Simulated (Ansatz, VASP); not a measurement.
Given: the input of a run of Ansatz 0.2.0 on KPt.

The input input.yaml:

```yaml
crystal:
  lattice:
    - [2.9395883087, 0.0, 0.0]
    - [-1.4697941543, 2.545758152, 0.0]
    - [0.0, 0.0, 5.2364539519]
  atoms:
    - { symbol: Pt, position: [0.6666666667, 0.3333333333, 0.0] }
    - { symbol: K, position: [0.0, 0.0, 0.5] }
hamiltonian:
  xc: pbe
  pseudopotentials: { kind: paw }
kpoints:
  mp_grid: { grid: [10, 10, 5] }
scf:
  occupations: { method: fermi_dirac, width: 0.05 }
output:
  forces: true
  stress: true
  eigenvalues: true
```

Potentials or basis: Ansatz PAW.

Run with:

```bash
$ ansatz run input.yaml --threads 2 --pin off --max-ram 5120MiB --backend cpu --events-out ev --progress --plain --runs-dir out
```

Q: Set up the same calculation for VASP 6.6.1. Potentials there: VASP PAW PBE potentials, release 64 (Pt, K_sv).

A: As run (the cutoff follows the program's own potentials):

INCAR

```
PREC = Accurate
ENCUT = 520
EDIFF = 1E-7
ISMEAR = -1
SIGMA = 0.05
LREAL = False
LASPH = True
NELM = 100
ALGO = Normal
ISIF = 2
LWAVE = False
LCHARG = False
GGA = PE
NBANDS = 16
```

File KPOINTS:

```
regular mesh
0
Gamma
  10 10 5
```

The input POSCAR:

```
KPt
1.0
    2.9395883087      0.0000000000      0.0000000000
   -1.4697941543      2.5457581520      0.0000000000
    0.0000000000      0.0000000000      5.2364539519
Pt K
1 1
Direct
    0.6666666667      0.3333333333      0.0000000000
    0.0000000000      0.0000000000      0.5000000000
```

Potentials or basis: VASP PAW PBE potentials, release 64 (Pt, K_sv).

The run is started by

```bash
$ cat potpaw_PBE.64/Pt/POTCAR potpaw_PBE.64/K_sv/POTCAR > POTCAR
$ mpirun -np 1 vasp_std > vasp.out
```

Both were run:

|  | VASP | Ansatz | Ansatz less VASP |
| --- | --- | --- | --- |
| gap on the k mesh at the Fermi level (eV) | none | none | - |
| pressure (GPa) | 5.1 | 4.9 | -0.23 |
| largest component of the traceless stress (GPa) | 1.27 | 1.22 | -0.048 |

A gap of «none» marks a metal or a gap that the smearing closes. With one functional, cell and mesh, what is left measures potentials, basis and numerics. The two sets of potentials don't hold the same shells in valence.

The runs have no spin-orbit coupling, so splittings on Pt are missing.
